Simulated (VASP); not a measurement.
The system is Cu3O2.

```
CELL_PARAMETERS angstrom
-2.02298 2.02298 3.67362
2.02298 -2.02298 3.67362
2.02298 2.02298 -3.67362
ATOMIC_POSITIONS crystal
Cu 0.00000 0.00000 0.00000
Cu 0.75000 0.25000 0.50000
Cu 0.25000 0.75000 0.50000
O 0.50000 0.00000 0.50000
O 0.00000 0.50000 0.50000
```

The cell comes from a database or a generator and needn't be the stable form of this composition.

```yaml
Program: VASP 6.6.1
Task: single point
Functional: PBEsol
Potentials_or_basis: VASP PAW PBE potentials, release 64 (Cu, O)
Cutoff: 520 eV
k_mesh: 9 × 9 × 9
Occupations: fermi-dirac, width 0.05 eV
Spin: no spin polarisation
```

On this cell: pressure -5.4 GPa; largest force under 0.003 eV/Å; band gap on the k mesh none (metal or under the smearing width).

The same run follows on a disturbed copy (atoms moved at random, drawn with an rms of 0.05 Å):

```
Cu O
1.0
    -2.02298    2.02298    3.67362
     2.02298   -2.02298    3.67362
     2.02298    2.02298   -3.67362
Cu O
3 2
Cartesian
  0.0593 0.0371 -0.0039
  0.0112 1.9641 1.8003
  2.0288 0.0310 1.8790
  -0.0155 2.0425 0.0007
  2.0125 0.0113 0.0417
```

What changes?

The energy (extrapolated to zero smearing) moves by +16.2 meV/atom; pressure -4.6 GPa; largest force 1.267 eV/Å; band gap on the k mesh none (metal or under the smearing width).

Forces on the atoms (eV/Å):
```
Cu  -0.564 -0.230  0.025
Cu   0.016  0.185  1.253
Cu   0.027 -0.035 -0.654
O    0.057  0.096  0.025
O    0.465 -0.015 -0.650
```

Stress tensor (GPa, compression positive):
```
-4.61 -0.08  0.10
-0.08 -3.28  0.10
 0.10  0.10 -5.98
```

Caveats: the PAW data sets were made with another functional, which shifts forces and pressure a little; an odd number of electrons without spin polarisation forces a metal; a magnetic or distorted state may lie lower; the run has no spin polarisation, though such a crystal can be magnetic; semilocal functionals often make such compounds metallic where correlation or magnetic order opens a gap, which also shifts bond lengths.
